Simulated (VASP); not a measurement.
Output of a VASP run:

**OUTCAR**
```
 ion  position               nearest neighbor table
   1  0.333  0.667  1.000-   4 2.68   4 2.68   4 2.68   3 2.68
   2  0.667  0.333  0.500-   3 2.68   3 2.68   3 2.68   4 2.68
   3  0.333  0.667  0.375-   2 2.68   2 2.68   2 2.68   1 2.68
   4  0.667  0.333  0.875-   1 2.68   1 2.68   1 2.68   2 2.68
  LATTYP: Found a hexagonal cell.
 ALAT       =     4.3758113941
 C/A-ratio  =     1.6344691275
 Subroutine PRICEL returns:
 Original cell was already a primitive cell.
 Subroutine GETGRP returns: Found 12 space group operations
The static configuration has the point symmetry C_3v.
 The point group associated with its full space group is C_6v.
The dynamic configuration has the point symmetry C_3v.
 Subroutine INISYM returns: Found 12 space group operations
 Subroutine IBZKPT returns following result:
 Found     30 irreducible k-points:

 Following reciprocal coordinates:
            Coordinates               Weight
  0.000000  0.000000  0.000000      1.000000
  0.125000  0.000000  0.000000      6.000000
  0.250000  0.000000  0.000000      6.000000
  0.375000  0.000000  0.000000      6.000000
  0.500000  0.000000  0.000000      3.000000
  0.125000  0.125000  0.000000      6.000000
  0.250000  0.125000  0.000000     12.000000
  0.375000  0.125000  0.000000     12.000000
  0.250000  0.250000  0.000000      6.000000
  0.375000  0.250000  0.000000      6.000000
  0.000000  0.000000  0.250000      2.000000
  0.125000  0.000000  0.250000     12.000000
  0.250000  0.000000  0.250000     12.000000
  0.375000  0.000000  0.250000     12.000000
  0.500000  0.000000  0.250000      6.000000
  0.125000  0.125000  0.250000     12.000000
  0.250000  0.125000  0.250000     24.000000
  0.375000  0.125000  0.250000     24.000000
  0.250000  0.250000  0.250000     12.000000
  0.375000  0.250000  0.250000     12.000000
  0.000000  0.000000  0.500000      1.000000
  0.125000  0.000000  0.500000      6.000000
  0.250000  0.000000  0.500000      6.000000
  0.375000  0.000000  0.500000      6.000000
  0.500000  0.000000  0.500000      3.000000
  0.125000  0.125000  0.500000      6.000000
  0.250000  0.125000  0.500000     12.000000
  0.375000  0.125000  0.500000     12.000000
  0.250000  0.250000  0.500000      6.000000
  0.375000  0.250000  0.500000      6.000000
   k-points           NKPTS =     30   k-points in BZ     NKDIM =     30   number of bands    NBANDS=     22
   number of dos      NEDOS =    601   number of ions     NIONS =      4
   total plane-waves  NPLWV =  43200
   dimension x,y,z NGX =    30 NGY =   30 NGZ =   48
   dimension x,y,z NGXF=    60 NGYF=   60 NGZF=   96
   ions per type =               2   2
   PREC   = accura    normal or accurate (medium, high low for compatibility)
   ISTART =      0    job   : 0-new  1-cont  2-samecut
   ICHARG =      2    charge: 1-file 2-atom 10-const
   ISPIN  =      1    spin polarized calculation?
   LNONCOLLINEAR =      F non collinear calculations
   LSORBIT =      F    spin-orbit coupling
   INIWAV =      1    electr: 0-lowe 1-rand  2-diag
   ENCUT  =  400.0 eV  29.40 Ry    5.42 a.u.   7.14  7.14 11.66*2*pi/ulx,y,z
   NELM   =    100;   NELMIN=  2; NELMDL= -5     # of ELM steps
   EDIFF  = 0.1E-06   stopping-criterion for ELM
   LREAL  =      F    real-space projection
   NLSPLINE    = F    spline interpolate recip. space projectors
   LMAXMIX     =    4 max onsite mixed and CHGCAR
   VOSKOWN=      0    Vosko Wilk Nusair interpolation
   EDIFFG = 0.1E-05   stopping-criterion for IOM
   NSW    =      0    number of steps for IOM
   NBLOCK =      1;   KBLOCK =      1    inner block; outer block
   IBRION =     -1    ionic relax: 0-MD 1-quasi-New 2-CG
   NFREE  =      0    steps in history (QN), initial steepest desc. (CG)
   ISIF   =      2    stress and relaxation
   ISYM   =      2    0-nonsym 1-usesym 2-fastsym
   TEIN   =    0.0    initial temperature
   TEBEG  =    0.0;   TEEND  =   0.0 temperature during run
   SMASS  =  -3.00    Nose mass-parameter (am)
...
```

File OSZICAR:
```
       N       E                     dE             d eps       ncg     rms          rms(c)
DAV:   1     0.208981084056E+03    0.20898E+03   -0.14930E+04  1328   0.119E+03
DAV:   2    -0.710074234808E+00   -0.20969E+03   -0.20656E+03  1494   0.316E+02
DAV:   3    -0.116671340315E+02   -0.10957E+02   -0.10922E+02  1608   0.735E+01
DAV:   4    -0.117575497532E+02   -0.90416E-01   -0.90386E-01  1476   0.635E+00
DAV:   5    -0.117583497709E+02   -0.80002E-03   -0.79999E-03  1608   0.555E-01    0.827E+00
DAV:   6    -0.110212496203E+02    0.73710E+00   -0.16784E+00  1580   0.124E+01    0.651E+00
DAV:   7    -0.109896262640E+02    0.31623E-01   -0.56621E-01  1452   0.412E+00    0.260E+00
DAV:   8    -0.109883194035E+02    0.13069E-02   -0.60257E-02  1398   0.268E+00    0.358E-01
DAV:   9    -0.109881818234E+02    0.13758E-03   -0.92486E-03  1530   0.120E+00    0.113E-01
DAV:  10    -0.109883230795E+02   -0.14126E-03   -0.96836E-04  1428   0.369E-01    0.757E-02
DAV:  11    -0.109884441159E+02   -0.12104E-03   -0.29734E-04  1452   0.117E-01    0.221E-02
DAV:  12    -0.109884182326E+02    0.25883E-04   -0.12041E-04  1564   0.112E-01    0.743E-03
DAV:  13    -0.109884216961E+02   -0.34635E-05   -0.17321E-05  1434   0.251E-02    0.806E-03
DAV:  14    -0.109884213955E+02    0.30064E-06   -0.10548E-06  1584   0.589E-03    0.407E-03
DAV:  15    -0.109884217371E+02   -0.34168E-06   -0.19893E-07  1160   0.238E-03    0.557E-04
DAV:  16    -0.109884217316E+02    0.55620E-08   -0.35279E-08   960   0.101E-03
   1 F= -.10988422E+02 E0= -.10988422E+02  d E =0.000000E+00
```

OUTCAR:
```
------------------------ aborting loop because EDIFF is reached ----------------------------------------
  FORCE on cell =-STRESS in cart. coord.  units (eV):
  Direction    XX          YY          ZZ          XY          YZ          ZX
  --------------------------------------------------------------------------------------
  Total        0.0299834      0.0299834      0.0336263      0.0000000      0.0000000      0.0000000
  in kB        0.4050497      0.4050496      0.4542619      0.0000000      0.0000000      0.0000000
  external PRESSURE =       0.4214537 kB  Pullay stress =       0.0000000 kB
  volume of cell :      118.60
      direct lattice vectors                 reciprocal lattice vectors
     4.375811394  0.000000000  0.000000000     0.228529045  0.131941322  0.000000000
    -2.187905697  3.789563371  0.000000000     0.000000000  0.263882643  0.000000000
     0.000000000  0.000000000  7.152128631     0.000000000  0.000000000  0.139818514
  FREE ENERGIE OF THE ION-ELECTRON SYSTEM (eV)
  ---------------------------------------------------
  free  energy   TOTEN  =       -10.9884217316 eV

  energy  without entropy=      -10.9884217316  energy(sigma->0) =      -10.98842173

 total charge

# of ion       s       p       d       tot
------------------------------------------
    1        0.436   0.286   9.551  10.273
    2        0.436   0.286   9.551  10.273
    3        1.445   2.372   0.019   3.836
    4        1.445   2.372   0.019   3.836
--------------------------------------------------
tot          3.763   5.315  19.140  28.218
```
(Selected blocks of OUTCAR.)

File POSCAR:
```
CdSe
1
    4.3758113941     0.0000000000     0.0000000000
   -2.1879056970     3.7895633709     0.0000000000
    0.0000000000     0.0000000000     7.1521286313
Cd Se
2 2
Direct
  0.3333330000   0.6666670000   0.9999192037
  0.6666670000   0.3333330000   0.4999192037
  0.3333330000   0.6666670000   0.3750807963
  0.6666670000   0.3333330000   0.8750807963
```

Task: Write an INCAR and KPOINTS that could have produced this output.

Result: One answer among several that fit: the input of the run itself, PBE GGA, plane waves, VASP's PBE PAW potentials (set 64).

File KPOINTS:
```
Automatic mesh
0
Gamma
8 8 4
0 0 0
```

INCAR:
```
LASPH = .True.   # aspherical one-centre terms
SYSTEM = CdSe
PREC = Accurate
ISIF = 2   # forces and stress, cell fixed
NELM = 100   # most electronic steps
LORBIT = 11
ISMEAR = -5
GGA = PE
LWAVE = .False.
LMAXMIX = 4
LREAL = .False.   # projection in real space or not
EDIFF = 1E-7   # SCF stop (eV)
ENCUT = 400   # plane-wave cut-off (eV)
NEDOS = 601
LCHARG = .True.
ALGO = Normal   # blocked Davidson
```

POTCAR, in this order: Cd Se (PBE.64 set). Program: vasp_std.

The structure was generated: CdSe was put into the wurtzite type (P6_3mc), which need not be its known phase. It was relaxed first.
